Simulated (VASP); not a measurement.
# PtSe2: relaxation of the atoms with optB88-vdW

PtSe2:

```
Pt Se
1.0
     3.72400    0.00000    0.00000
    -1.86200    3.22508    0.00000
     0.00000    0.00000    5.06200
Pt Se
1 2
Direct
  0.00000 0.00000 0.00000
  0.33333 0.66667 0.25000
  0.66667 0.33333 0.75000
```

```
Program                : VASP 6.6.1
Task                   : relaxation of the atoms
Functional             : optB88-vdW
Potentials or basis    : VASP PAW PBE potentials, release 64 (Pt, Se)
Cutoff                 : 520 eV
k mesh                 : 10 × 10 × 8
Occupations            : gaussian, width 0.05 eV
Spin                   : no spin polarisation
Further INCAR settings : ALGO = Normal; EDIFF = 1e-06; IBRION = 2; EDIFFG = -0.01; NSW = 40
```

| Item | Value |
| --- | --- |
| Energy gained by relaxing | 21.3 meV/atom |
| Ionic steps | 3 |
| Pressure after relaxing | 4.1 GPa |
| Largest force after relaxing | 0.006 eV/Å |
| Band gap on the k mesh | none (metal or under the smearing width) |

Forces on the atoms (eV/Å):
```
Pt   0.000  0.000  0.000
Se   0.000  0.000 -0.006
Se   0.000  0.000  0.006
```

Stress tensor (GPa, compression positive):
```
5.15 0.00 0.00
0.00 5.15 0.00
0.00 0.00 2.10
```

The path:
| step | energy change (eV) | largest force (eV/Å) | pressure (GPa) |
| --- | --- | --- | --- |
| 1 | 0.0000 | 0.8970 | 8.53 |
| 2 | -0.0539 | 0.3534 | 5.78 |
| 3 | -0.0640 | 0.0059 | 4.13 |

Final structure:
```
Pt Se
1.0
     3.72400    0.00000    0.00000
    -1.86200    3.22508    0.00000
     0.00000    0.00000    5.06200
Pt Se
1 2
Cartesian
  0.0000 0.0000 0.0000
  0.0000 2.1501 1.3380
  1.8620 1.0750 3.7240
```

Levels at points of the mesh, in eV from the Fermi level:
```csv
k point,band 8,band 9,band 10,band 11,band 12,band 13,band 14,band 15
"(0.00, 0.00, 0.00)",-2.58,-0.85,-0.85,0.60,1.21,1.21,3.80,4.09
"(0.50, 0.00, 0.00)",-3.30,-3.18,-3.18,-2.80,0.55,2.32,5.03,5.99
"(0.00, 0.00, 0.50)",-2.98,-1.73,-1.44,-1.44,2.24,2.24,5.05,6.43
"(0.50, 0.00, 0.50)",-3.19,-2.93,-2.36,-1.23,0.72,1.53,4.54,4.90
```

Wall time 3.7 min on 2 MPI ranks on Intel(R) Xeon(R) Platinum 8259CL CPU @ 2.50GHz (Skylake/Cascade Lake) (shared host), peak memory 0.44 GiB a rank.

Caveat: the PAW data sets were made with another functional, which shifts forces and pressure a little. The run has no spin-orbit coupling, so splittings on Pt are missing.
